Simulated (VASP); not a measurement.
Runs of VASP 6.6.1 on MgC2. The structure is tetragonal, space group P4_2/mnm (No. 136). The conventional cell has a = 3.920 Å, b = 3.920 Å, c = 4.899 Å, α = 90.00°, β = 90.00°, γ = 90.00°. Mg (site symmetry mmm) has 2 C at 2.14 Å as nearest neighbours. C (site symmetry m2m) is surrounded by 1 C at 1.25 Å. The cell comes from a database or a generator and needn't be the stable form of this composition.

```csv
level,potentials or basis,k mesh,cutoff (eV),smearing,gap on the mesh (eV),pressure (GPa),largest force (eV/Å)
PBEsol,"VASP PAW PBE potentials, release 64 (Mg, C)",6 × 6 × 6,700,gaussian 0.02 eV,(a),0.0,0.01
PBEsol,"VASP PAW PBE potentials, release 64 (Mg, C)",10 × 10 × 8,520,gaussian 0.02 eV,2.31,0.1,-
PBEsol,"VASP PAW PBE potentials, release 64 (Mg, C_h)",6 × 6 × 6,900,gaussian 0.02 eV,2.31,(b),0.10
PBEsol,"VASP PAW PBE potentials, release 64 (Mg, C)",6 × 6 × 6,520,gaussian 0.5 eV,2.31,0.1,-
r2SCAN,"VASP PAW PBE potentials, release 64 (Mg, C)",6 × 6 × 6,520,gaussian 0.02 eV,2.78,0.0,0.67
```

Alike in all rows: task single point; no spin polarisation; cell as given.

Problem. Fill in the values left out.

Solution. (a) 2.32; (b) -0.1.

Caveats: the PAW data sets were made with another functional, which shifts forces and pressure a little; the standard files for N, O and F lose accuracy on very short bonds (some runs); the cutoff is under 1.25 times the usual one of these potentials, so pressure, stress and relaxed cells hold a basis-set (Pulay) error (some runs).

A k mesh can miss the band edges.
